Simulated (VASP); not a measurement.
Set up this calculation in VASP 6.6.1, as the native input.

* Task: single point
* Functional: r2SCAN
* Potentials or basis: VASP PAW PBE potentials, release 64 (Os, F)
* Cutoff: 520 eV
* k mesh: 4 × 4 × 5
* Occupations: gaussian, width 0.0154 eV
* Spin: no spin polarisation
* Dipole correction: no
* Further INCAR settings: ALGO = Normal; EDIFF = 1e-06; NBANDS = 31

The system is OsF2.

```
Os F
1.0
     4.92852    0.00000    0.00000
     0.00000    4.92852    0.00000
     0.00000    0.00000    3.37021
Os F
2 4
Direct
  0.00000 0.00000 0.00000
  0.50000 0.50000 0.50000
  0.31000 0.31000 0.00000
  0.19000 0.81000 0.50000
  0.69000 0.69000 0.00000
  0.81000 0.19000 0.50000
```

The cell was built by a generator and needn't be a form met in nature.

The input as run:

POSCAR

```
OsF2
1.0
    4.9285233400      0.0000000000      0.0000000000
    0.0000000000      4.9285233400      0.0000000000
    0.0000000000      0.0000000000      3.3702109700
Os F
2 4
Direct
    0.0000000000      0.0000000000      0.0000000000
    0.5000000000      0.5000000000      0.5000000000
    0.3100000000      0.3100000000      0.0000000000
    0.1900000000      0.8100000000      0.5000000000
    0.6900000000      0.6900000000      0.0000000000
    0.8100000000      0.1900000000      0.5000000000
```

INCAR.step1

```
PREC     = Accurate       # precision mode
ENCUT    = 520            # plane-wave cutoff, eV
ISMEAR   = 0              # smearing method
SIGMA    = 0.0154         # smearing width, eV
LREAL    = F              # projectors in reciprocal space
LASPH    = T              # aspherical terms in the spheres
NELM     = 100            # most SCF steps
NBANDS   = 31             # bands
GGA      = PE             # functional
ALGO     = Normal         # electronic algorithm
EDIFF    = 1E-4           # SCF threshold, eV
LWAVE    = T              # write WAVECAR
LCHARG   = F              # write CHGCAR
```

INCAR.step2

```
PREC     = Accurate       # precision mode
ENCUT    = 520            # plane-wave cutoff, eV
EDIFF    = 1E-6           # SCF threshold, eV
ISMEAR   = 0              # smearing method
SIGMA    = 0.0154         # smearing width, eV
LREAL    = F              # projectors in reciprocal space
LASPH    = T              # aspherical terms in the spheres
NELM     = 100            # most SCF steps
ALGO     = Normal         # electronic algorithm
ISIF     = 2              # what is computed and relaxed
LWAVE    = F              # write WAVECAR
LCHARG   = T              # write CHGCAR
METAGGA  = R2SCAN         # meta-GGA
LMIXTAU  = T            
LELF     = T              # ELF
LVHAR    = T            
NBANDS   = 31             # bands
ISTART   = 1
```

KPOINTS

```
regular mesh
0
Gamma
  4 4 5
```

Potentials or basis: VASP PAW PBE potentials, release 64 (Os, F).

The run is started by

```bash
$ cat potpaw_PBE.64/Os/POTCAR potpaw_PBE.64/F/POTCAR > POTCAR
$ cp INCAR.step1 INCAR
$ mpirun -np 1 vasp_std > vasp.out
$ cp INCAR.step2 INCAR
$ mpirun -np 1 vasp_std > vasp.out
```

Results of the run:

```
Pressure               : -5.5 GPa
Largest force          : 0.117 eV/Å
Band gap on the k mesh : 0.03 eV, direct
```

Caveat: the PAW data sets were made with another functional, which shifts forces and pressure a little; spin-orbit coupling is left out, which moves the levels of the heavy elements; an odd mesh through Γ misses points on the zone boundary, where band edges often lie.

Wall time 74 s on 1 thread of Intel(R) Xeon(R) 6975P-C (Granite Rapids), with other jobs on the host, peak memory 0.22 GiB.
